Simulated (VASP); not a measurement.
Method: PBEsol GGA, VASP's PBE PAW potentials (set 64) (plane waves; VASP).

A VASP calculation is set up with these files.

File KPOINTS:
```
Automatic mesh
0
Gamma
5 5 5
0 0 0
```

### INCAR
```
ENCUT  =  300
PREC  =  Accurate
ISIF  =  2
LASPH  =  .TRUE.   # aspherical one-centre terms
LREAL  =  .FALSE.
NELM  =  100   # most electronic steps
ALGO  =  Normal   # blocked Davidson
SYSTEM  =  NaSn2Pd3
GGA  =  PS   # PBEsol
SIGMA  =  0.05   # width (eV)
ISMEAR  =  0
LWAVE  =  .FALSE.
EDIFF  =  1E-6   # SCF stop (eV)
LMAXMIX  =  4   # l cut-off of mixed one-centre charges
LCHARG  =  .FALSE.
```

### POSCAR
```
NaSn2Pd3
1
    5.7704990000     0.0000000000     0.0000000000
   -2.8852490000     4.9973980000     0.0000000000
    0.0000000000     0.0000000000     4.2619890000
Na Sn Pd
1 2 3
Direct
  0.0000000000   0.0000000000   0.1926300000
  0.6666670000   0.3333330000   0.4961500000
  0.3333330000   0.6666670000   0.4961500000
  0.0000000000   0.5000000000   0.9950200000
  0.5000000000   0.0000000000   0.9950200000
  0.5000000000   0.5000000000   0.9950200000
```

POTCAR, in this order: Na_pv Sn_d Pd (PBE.64 set). Program: vasp_std.

Output

**OSZICAR**
```
       N       E                     dE             d eps       ncg     rms          rms(c)
DAV:   1     0.568781189574E+03    0.56878E+03   -0.23070E+04  1222   0.165E+03
DAV:   2     0.389350063411E+02   -0.52985E+03   -0.50768E+03  1249   0.494E+02
DAV:   3    -0.287567167463E+02   -0.67692E+02   -0.65241E+02  1276   0.162E+02
DAV:   4    -0.314156056751E+02   -0.26589E+01   -0.26368E+01  1369   0.352E+01
DAV:   5    -0.314976051760E+02   -0.82000E-01   -0.81986E-01  1490   0.598E+00    0.101E+01
DAV:   6    -0.309151784520E+02    0.58243E+00   -0.19469E+00  1303   0.937E+00    0.452E+00
DAV:   7    -0.307555467353E+02    0.15963E+00   -0.36246E-01  1457   0.465E+00    0.274E+00
DAV:   8    -0.307045485297E+02    0.50998E-01   -0.14295E-01  1348   0.257E+00    0.316E-01
DAV:   9    -0.307028977355E+02    0.16508E-02   -0.15317E-02  1461   0.115E+00    0.130E-01
DAV:  10    -0.307028400613E+02    0.57674E-04   -0.12152E-03  1416   0.221E-01    0.570E-02
DAV:  11    -0.307028835555E+02   -0.43494E-04   -0.17528E-04  1240   0.918E-02    0.123E-02
DAV:  12    -0.307028844761E+02   -0.92068E-06   -0.34175E-05  1386   0.468E-02    0.713E-03
DAV:  13    -0.307028847580E+02   -0.28180E-06   -0.54770E-06  1303   0.211E-02
   1 F= -.30702885E+02 E0= -.30702115E+02  d E =-.153915E-02
```

OUTCAR:
```
------------------------ aborting loop because EDIFF is reached ----------------------------------------
  FORCE on cell =-STRESS in cart. coord.  units (eV):
  Direction    XX          YY          ZZ          XY          YZ          ZX
  --------------------------------------------------------------------------------------
  Total       -1.4756592     -1.4756588     -1.5213464     -0.0000001      0.0000000      0.0000000
  in kB      -19.2365432    -19.2365376    -19.8321161     -0.0000019      0.0000000      0.0000000
  external PRESSURE =     -19.4350657 kB  Pullay stress =       0.0000000 kB
  volume of cell :      122.91
      direct lattice vectors                 reciprocal lattice vectors
     5.770499000  0.000000000  0.000000000     0.173295238  0.100052050  0.000000000
    -2.885249000  4.997398000  0.000000000     0.000000000  0.200104134  0.000000000
     0.000000000  0.000000000  4.261989000     0.000000000  0.000000000  0.234632234
 POSITION                                       TOTAL-FORCE (eV/Angst)
 -----------------------------------------------------------------------------------
      0.00000      0.00000      0.82099        -0.000000     -0.000000      0.017324
      2.88525      1.66580      2.11459         0.000000     -0.000000      0.006750
     -0.00000      3.33160      2.11459        -0.000000      0.000000      0.006750
     -1.44262      2.49870      4.24076        -0.000000      0.000000     -0.010275
      2.88525      0.00000      4.24076         0.000000      0.000000     -0.010275
      1.44263      2.49870      4.24076         0.000000     -0.000000     -0.010275
 -----------------------------------------------------------------------------------
    total drift:                                0.000000      0.000000      0.000936
  FREE ENERGIE OF THE ION-ELECTRON SYSTEM (eV)
  ---------------------------------------------------
  free  energy   TOTEN  =       -30.7028847580 eV

  energy  without entropy=      -30.7013456092  energy(sigma->0) =      -30.70211518
```
(Selected blocks of OUTCAR.)

At this cut-off the stress carries a Pulay error, which pulls relaxed volumes low.

The structure comes from a computed database's NaSn2Pd3 entry (P6mm); how it stands against other phases isn't given here. The cell was not relaxed at this level, and its volume differs by -5.9 % from the start's. The electron count is odd and the run is not spin-polarised, which forces a metal.
